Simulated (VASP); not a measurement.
An input for Quantum ESPRESSO's pw.x (written as the equivalent of a VASP run, and not itself run):

```
&CONTROL
  calculation = 'scf'
  pseudo_dir = './pseudo'
  outdir = './out'
  tprnfor = .true.
  tstress = .true.
/
&SYSTEM
  ibrav = 0
  nat = 4
  ntyp = 1
  ecutwfc = 110
  occupations = 'smearing'
  smearing = 'methfessel-paxton'
  degauss = 0.00735
  input_dft = 'pbe'
/
&ELECTRONS
  conv_thr = 7.3e-08
  electron_maxstep = 100
/
ATOMIC_SPECIES
  La 138.905 La.upf
CELL_PARAMETERS angstrom
     1.8309950   -3.2960500    0.0000000
     1.8309950    3.2960500    0.0000000
     0.0000000    0.0000000   12.3233100
ATOMIC_POSITIONS crystal
  La   0.0000000  0.0000000  0.5000000
  La   0.0000000  0.0000000  0.0000000
  La   0.3333330  0.6666670  0.2500000
  La   0.6843790  0.3510450  0.7500000
K_POINTS automatic
  9 9 3 0 0 0
```

Problem. Translate this input to VASP (INCAR, KPOINTS, POSCAR, choice of POTCAR).

Solution. This is not unique; one that fits is 
### INCAR
```
SYSTEM = La
PREC = Accurate
ENCUT = 400
EDIFF = 1E-6
NELM = 100
ALGO = Normal
LREAL = .FALSE.
LASPH = .TRUE.
ISMEAR = 1
SIGMA = 0.1
GGA = PE
LMAXMIX = 6
LWAVE = .FALSE.
LCHARG = .FALSE.
ISIF = 2
```

KPOINTS:
```
Automatic mesh
0
Gamma
9 9 3
0 0 0
```

File POSCAR:
```
La
1
    1.8309950000    -3.2960500000     0.0000000000
    1.8309950000     3.2960500000     0.0000000000
    0.0000000000     0.0000000000    12.3233100000
La
4
Direct
  0.0000000000   0.0000000000   0.5000000000
  0.0000000000   0.0000000000   0.0000000000
  0.3333330000   0.6666670000   0.2500000000
  0.6843790000   0.3510450000   0.7500000000
```

POTCAR, in this order: La (PBE.64 set). Program: vasp_std.

Limits of the translation: the potentials are each code's own (VASP's PAW set, PseudoDojo norm-conserving files in pw.x), so ENCUT and ecutwfc are chosen apart and not converted; conv_thr bounds pw.x's estimated SCF error, while EDIFF bounds the energy change between steps.

The compound is La in the dhcp structure. The cell was not relaxed at this level.
